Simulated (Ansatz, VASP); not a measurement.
**TaN: VASP beside Ansatz**

One calculation is typed for both programs; each brings its own data sets. How far apart do they land? The cell is taken from a series of runs on this material, whose earlier steps may have relaxed, scaled, displaced or heated it; both programs get it as it stands.

Main program and level: Ansatz 0.2.0; plane waves, with VASP 6.6.1 beside it; PBEsol.

## 1. The starting structure

Symmetry: P-62m, No. 189, hexagonal system. The conventional cell has a = 5.178 Å, b = 5.178 Å, c = 2.896 Å, α = 90.00°, β = 90.00°, γ = 120.00°. N has 5 Ta at 2.04 to 2.15 Å nearest. Ta has 6 N at 2.15 Å nearest. Nearest to Ta lie 3 N at 2.04 Å. Farther neighbours and most contacts between anions are not listed.

Coordinates:

```xyz
6
Lattice="5.1777 0.0000 0.0000 -2.5888 4.4840 0.0000 0.0000 0.0000 2.8960" Properties=species:S:1:pos:R:3 pbc="T T T"
N     2.0372    0.0000    0.0000
N     1.5702    2.7197    0.0000
N    -1.0186    1.7643    0.0000
Ta    0.0000    2.9893    1.4480
Ta    2.5888    1.4947    1.4480
Ta    0.0000    0.0000    0.0000
```

## 2. VASP: zone-centre phonons, PBEsol

Second derivatives magnify differences that forces hide, and they need a tight electronic threshold.

Lines of VASP's logs that name or quote its potential files are left out, and so is its time.

File INCAR:

```
SYSTEM = TaN
PREC = Accurate
ENCUT = 600
EDIFF = 1E-08
NELM = 120
ISMEAR = 1
SIGMA = 0.2
LREAL = .FALSE.
ALGO = Normal
GGA = PS
NBANDS = 30
LASPH = .TRUE.
LORBIT = 11
LWAVE = .FALSE.
LCHARG = .FALSE.
ISIF = 2
IBRION = 8
GGA_COMPAT = .FALSE.
KPAR = 2
```

File POSCAR:

```
TaN
1.0
    5.1776819493      0.0000000000      0.0000000000
   -2.5888409747      4.4840041008      0.0000000000
    0.0000000000      0.0000000000      2.8960213983
N Ta
3 3
Direct
    0.3934597894      0.0000000000      0.0000000000
    0.6065402106      0.6065402106      0.0000000000
    0.0000000000      0.3934597894      0.0000000000
    0.3333333333      0.6666666667      0.5000000000
    0.6666666667      0.3333333333      0.5000000000
    0.0000000000      0.0000000000      0.0000000000
```

File KPOINTS:

```
Automatic mesh
0
Gamma
9 9 12
0 0 0
```

PAW data sets: N and Ta_pv (PBE family, release 64).

Command:

```sh
$ mpirun -np 2 vasp_std
```

Numbers of over 12 decimals in the logs are rounded to 6 here.

The log of the run:

```text
[banner, memory and clock lines left out]
running    2 mpi-ranks, on    1 nodes
 distrk:  each k-point on    1 cores,    2 groups
 distr:  one band on    1 cores,    1 groups

 POSCAR found type information on POSCAR N Ta
 POSCAR found :  2 types and       6 ions
|                                                                             |
|               ----> ADVICE to this user running VASP <----                  |
|                                                                             |
|     You enforced a specific xc type in the INCAR file but a different       |
|     [... a line on the potential file left out ...]
|     I HOPE YOU KNOW WHAT YOU ARE DOING!                                     |
|                                                                             |

 LDA part: xc-table for (Slater+PW92), standard interpolation
 POSCAR, INCAR and KPOINTS ok, starting setup
 FFT: planning ... GRIDC
 FFT: planning ... GRID_SOFT
 FFT: planning ... GRID
 WAVECAR not read
 entering main loop
       N       E                     dE             d eps       ncg     rms          rms(c)
DAV:   1     0.475882131232E+03    0.47588E+03   -0.28779E+04  5048   0.187E+03
DAV:   2    -0.484340267995E+02   -0.52432E+03   -0.50549E+03  5814   0.515E+02
DAV:   3    -0.798704315926E+02   -0.31436E+02   -0.30921E+02  6044   0.121E+02
DAV:   4    -0.806127481825E+02   -0.74232E+00   -0.72565E+00  6258   0.178E+01
DAV:   5    -0.806326919481E+02   -0.19944E-01   -0.19924E-01  6212   0.228E+00    0.448E+01
DAV:   6    -0.717749184818E+02    0.88578E+01   -0.51941E+01  6544   0.405E+01    0.194E+01
DAV:   7    -0.715389983182E+02    0.23592E+00   -0.21820E+00  6074   0.886E+00    0.106E+01
DAV:   8    -0.714694158191E+02    0.69582E-01   -0.34260E-01  6088   0.386E+00    0.876E-01
DAV:   9    -0.714566309176E+02    0.12785E-01   -0.40892E-02  6370   0.146E+00    0.372E-01
DAV:  10    -0.714562607930E+02    0.37012E-03   -0.16235E-02  6438   0.656E-01    0.178E-01
DAV:  11    -0.714558340568E+02    0.42674E-03   -0.46953E-03  6444   0.386E-01    0.501E-02
DAV:  12    -0.714557935775E+02    0.40479E-04   -0.28275E-04  6334   0.101E-01    0.150E-02
DAV:  13    -0.714557930825E+02    0.49503E-06   -0.16754E-05  7032   0.246E-02    0.514E-03
DAV:  14    -0.714557929512E+02    0.13134E-06   -0.82988E-07  6446   0.627E-03    0.127E-03
DAV:  15    -0.714557928696E+02    0.81528E-07   -0.62909E-08  5760   0.196E-03    0.214E-04
DAV:  16    -0.714557928658E+02    0.37808E-08   -0.38662E-09  3972   0.498E-04
   1 F= -.71455793E+02 E0= -.71456845E+02  d E =0.315664E-02
 Linear response reoptimize wavefunctions to high precision
DAV:   1    -0.714557928635E+02    0.23610E-08   -0.70841E-10  4020   0.250E-04
DAV:   2    -0.714557928635E+02   -0.40927E-10   -0.13236E-10  3924   0.907E-05
 Linear response DOF=           7
 Linear response progress:
  Degree of freedom:   1/  7
       N       E                     dE             d eps       ncg     rms          rms(c)
RMM:   1    -0.253504561052E+00   -0.25350E+00    0.11511E-01 22359   0.239E+00
RMM:   2    -0.244492402751E+00    0.90122E-02   -0.12898E-02 17812   0.472E-01    0.373E-01
RMM:   3    -0.245470900627E+00   -0.97850E-03   -0.39184E-03 18034   0.214E-01    0.222E-01
RMM:   4    -0.246587731468E+00   -0.11168E-02   -0.67515E-04 17596   0.112E-01    0.653E-02
RMM:   5    -0.246885505302E+00   -0.29777E-03   -0.11041E-04 19553   0.416E-02    0.249E-02
RMM:   6    -0.246882352321E+00    0.31530E-05   -0.15027E-05 19686   0.157E-02    0.494E-03
RMM:   7    -0.246851609798E+00    0.30743E-04   -0.16224E-06 17940   0.590E-03    0.101E-03
RMM:   8    -0.246849716489E+00    0.18933E-05   -0.28723E-07 20658   0.202E-03    0.518E-04
RMM:   9    -0.246851242781E+00   -0.15263E-05   -0.46575E-07 20112   0.683E-04    0.190E-04
RMM:  10    -0.246850695232E+00    0.54755E-06   -0.44615E-08 19936   0.323E-04    0.872E-05
RMM:  11    -0.246850938942E+00   -0.24371E-06   -0.13650E-07 21058   0.179E-04    0.216E-05
RMM:  12    -0.246850984017E+00   -0.45076E-07   -0.23936E-08 21117   0.116E-04    0.575E-06
RMM:  13    -0.246850976182E+00    0.78354E-08   -0.81678E-08 21286   0.978E-05    0.255E-06
 first order change of Fermi-energy   0.12930E-02
 force on displaced ion       1 direction 1 : -20.747  -0.000   0.000
 Linear response progress:
  Degree of freedom:   2/  7
       N       E                     dE             d eps       ncg     rms          rms(c)
RMM:   1    -0.251586542929E+00   -0.25159E+00    0.14379E-01 36663   0.240E+00
RMM:   2    -0.243689971136E+00    0.78966E-02   -0.15260E-02 29132   0.492E-01    0.398E-01
RMM:   3    -0.244540658474E+00   -0.85069E-03   -0.35449E-03 30478   0.229E-01    0.248E-01
RMM:   4    -0.245528464918E+00   -0.98781E-03   -0.70474E-04 28068   0.118E-01    0.829E-02
[...]
RMM:   4    -0.231737211556E+00   -0.13409E-02   -0.86372E-04 27472   0.125E-01    0.294E-02
RMM:   5    -0.231797515055E+00   -0.60303E-04   -0.10554E-04 31085   0.365E-02    0.744E-03
RMM:   6    -0.231759608294E+00    0.37907E-04   -0.76938E-06 31184   0.971E-03    0.193E-03
RMM:   7    -0.231750102968E+00    0.95053E-05   -0.11354E-06 30385   0.327E-03    0.829E-04
RMM:   8    -0.231752981094E+00   -0.28781E-05    0.54348E-08 32377   0.106E-03    0.269E-04
[...]
RMM:  26    -0.204694008539E+00    0.28483E-08   -0.36121E-07 37464   0.151E-04    0.386E-07
RMM:  27    -0.204694013718E+00   -0.51784E-08   -0.49574E-07 37528   0.151E-04    0.439E-07
RMM:  28    -0.204694011157E+00    0.25605E-08   -0.38022E-07 37708   0.151E-04    0.393E-07
 first order change of Fermi-energy  -0.40383E-03
 force on displaced ion       4 direction 1 : -27.632  -0.004   0.000
 Linear response progress:
  Degree of freedom:   5/  7
       N       E                     dE             d eps       ncg     rms          rms(c)
RMM:   1    -0.143264981444E+00   -0.14326E+00    0.10463E+01 10777   0.198E+01
RMM:   2    -0.169349205472E+00   -0.26084E-01   -0.39131E-02 16992   0.125E+00    0.135E-01
RMM:   3    -0.168735867030E+00    0.61334E-03   -0.72428E-03 18867   0.325E-01    0.730E-02
RMM:   4    -0.168122210586E+00    0.61366E-03   -0.97866E-04 21480   0.121E-01    0.266E-02
RMM:   5    -0.167917549244E+00    0.20466E-03   -0.86849E-05 21510   0.304E-02    0.727E-03
RMM:   6    -0.167860356665E+00    0.57193E-04   -0.35366E-05 20769   0.101E-02    0.135E-03
RMM:   7    -0.167858939087E+00    0.14176E-05   -0.25570E-05 21024   0.425E-03    0.485E-04
RMM:   8    -0.167858733924E+00    0.20516E-06   -0.16037E-05 21088   0.193E-03    0.203E-04
RMM:   9    -0.167859743352E+00   -0.10094E-05   -0.10890E-05 22258   0.105E-03    0.718E-05
RMM:  10    -0.167859955767E+00   -0.21242E-06   -0.60143E-06 20195   0.650E-04    0.315E-05
RMM:  11    -0.167860291908E+00   -0.33614E-06   -0.46314E-06 21409   0.446E-04    0.187E-05
RMM:  12    -0.167860246221E+00    0.45686E-07   -0.23581E-06 22443   0.310E-04    0.683E-06
RMM:  13    -0.167860327970E+00   -0.81749E-07   -0.21155E-06 22582   0.243E-04    0.518E-06
RMM:  14    -0.167860302546E+00    0.25424E-07   -0.12135E-06 22095   0.202E-04    0.384E-06
RMM:  15    -0.167860380629E+00   -0.78082E-07   -0.10037E-06 22355   0.179E-04    0.338E-06
RMM:  16    -0.167860282849E+00    0.97779E-07   -0.55397E-07 22348   0.161E-04    0.612E-06
RMM:  17    -0.167860294376E+00   -0.11527E-07   -0.51889E-07 22993   0.146E-04    0.714E-06
RMM:  18    -0.167860302256E+00   -0.78794E-08   -0.28291E-07 23129   0.139E-04    0.469E-06
RMM:  19    -0.167860303565E+00   -0.13093E-08   -0.31100E-07 22878   0.133E-04    0.597E-06
RMM:  20    -0.167860293288E+00    0.10277E-07   -0.15635E-07 21804   0.129E-04    0.660E-06
RMM:  21    -0.167860298124E+00   -0.48353E-08   -0.16016E-07 22315   0.127E-04    0.672E-06
RMM:  22    -0.167860295775E+00    0.23488E-08   -0.10270E-07 22568   0.125E-04    0.678E-06
 first order change of Fermi-energy   0.21409E-03
 force on displaced ion       4 direction 3 :  -0.000   0.000 -22.772
 Linear response progress:
  Degree of freedom:   6/  7
       N       E                     dE             d eps       ncg     rms          rms(c)
RMM:   1    -0.178845136779E+00   -0.17885E+00    0.10795E+01 10838   0.188E+01
RMM:   2    -0.210441826586E+00   -0.31597E-01   -0.51788E-02 16633   0.127E+00    0.288E-01
RMM:   3    -0.210110804073E+00    0.33102E-03   -0.92934E-03 18925   0.305E-01    0.171E-01
RMM:   4    -0.209623240728E+00    0.48756E-03   -0.94551E-04 19718   0.130E-01    0.630E-02
RMM:   5    -0.209479889864E+00    0.14335E-03   -0.14126E-04 20839   0.431E-02    0.251E-02
RMM:   6    -0.209412123968E+00    0.67766E-04   -0.44043E-05 20582   0.183E-02    0.468E-03
RMM:   7    -0.209404975306E+00    0.71487E-05   -0.10797E-05 20571   0.104E-02    0.224E-03
RMM:   8    -0.209404377518E+00    0.59779E-06   -0.46368E-06 20242   0.520E-03    0.613E-04
RMM:   9    -0.209406166988E+00   -0.17895E-05   -0.36000E-06 20899   0.245E-03    0.635E-04
RMM:  10    -0.209406925493E+00   -0.75851E-06   -0.30178E-06 20504   0.165E-03    0.172E-04
RMM:  11    -0.209407567128E+00   -0.64163E-06   -0.13953E-06 21626   0.944E-04    0.246E-04
RMM:  12    -0.209407671887E+00   -0.10476E-06   -0.13064E-06 20089   0.759E-04    0.252E-05
RMM:  13    -0.209407692467E+00   -0.20580E-07   -0.43543E-07 21169   0.413E-04    0.300E-05
RMM:  14    -0.209407899989E+00   -0.20752E-06   -0.64775E-07 21499   0.301E-04    0.283E-05
RMM:  15    -0.209407891210E+00    0.87794E-08   -0.25788E-07 21986   0.254E-04    0.805E-06
RMM:  16    -0.209408010973E+00   -0.11976E-06   -0.28889E-07 21942   0.214E-04    0.330E-06
RMM:  17    -0.209407972133E+00    0.38841E-07   -0.11532E-07 22579   0.184E-04    0.385E-06
RMM:  18    -0.209408008395E+00   -0.36263E-07   -0.10529E-07 22904   0.170E-04    0.200E-06
RMM:  19    -0.209408011634E+00   -0.32391E-08   -0.59327E-08 23801   0.159E-04    0.211E-06
 first order change of Fermi-energy  -0.37357E-03
 force on displaced ion       6 direction 1 : -28.025  -0.000   0.000
 Linear response progress:
  Degree of freedom:   7/  7
       N       E                     dE             d eps       ncg     rms          rms(c)
RMM:   1    -0.128428861104E+00   -0.12843E+00    0.13022E+01  8089   0.168E+01
RMM:   2    -0.153805339947E+00   -0.25376E-01   -0.34354E-02 11031   0.101E+00    0.143E-01
RMM:   3    -0.152453032095E+00    0.13523E-02   -0.48806E-03 12653   0.257E-01    0.715E-02
RMM:   4    -0.151468905695E+00    0.98413E-03   -0.77870E-04 13833   0.111E-01    0.332E-02
RMM:   5    -0.151081571266E+00    0.38733E-03   -0.58054E-05 14427   0.315E-02    0.262E-03
RMM:   6    -0.151090980847E+00   -0.94096E-05   -0.82903E-06 13940   0.881E-03    0.136E-03
RMM:   7    -0.151096020778E+00   -0.50399E-05   -0.78756E-07 14695   0.308E-03    0.395E-04
RMM:   8    -0.151099429231E+00   -0.34085E-05   -0.75057E-07 14829   0.120E-03    0.825E-05
RMM:   9    -0.151100029308E+00   -0.60008E-06   -0.22614E-07 15053   0.642E-04    0.466E-05
RMM:  10    -0.151100459402E+00   -0.43009E-06   -0.28385E-07 14835   0.407E-04    0.215E-05
RMM:  11    -0.151100661057E+00   -0.20165E-06   -0.10971E-07 15568   0.278E-04    0.816E-06
RMM:  12    -0.151100752293E+00   -0.91236E-07   -0.91715E-08 15088   0.210E-04    0.319E-06
RMM:  13    -0.151100787221E+00   -0.34929E-07   -0.63716E-08 15661   0.169E-04    0.265E-06
RMM:  14    -0.151100844413E+00   -0.57192E-07   -0.37746E-08 15266   0.147E-04    0.172E-06
RMM:  15    -0.151100828487E+00    0.15927E-07   -0.39814E-08 14828   0.131E-04    0.143E-06
RMM:  16    -0.151100843011E+00   -0.14524E-07   -0.21166E-08 14763   0.122E-04    0.730E-07
RMM:  17    -0.151100837111E+00    0.58998E-08   -0.32532E-08 13951   0.116E-04    0.185E-06
 first order change of Fermi-energy   0.54859E-03
 force on displaced ion       6 direction 3 :  -0.000  -0.000 -11.634
 Linear response finished
```

[end of part 1 of 2]

[Lines on the potential files, build, host, timing and source positions are cut from VASP's logs without a mark.]

[Logs are printed without paths, hosts, clocks, repeated set-up lines and the standing remarks that a program may print on its own settings, such as how far it seeks lower states.]

[Hosts, paths, dates, database ids (printed as entryN), source tags and the programs' standing remarks are cut or masked in the printed files.]
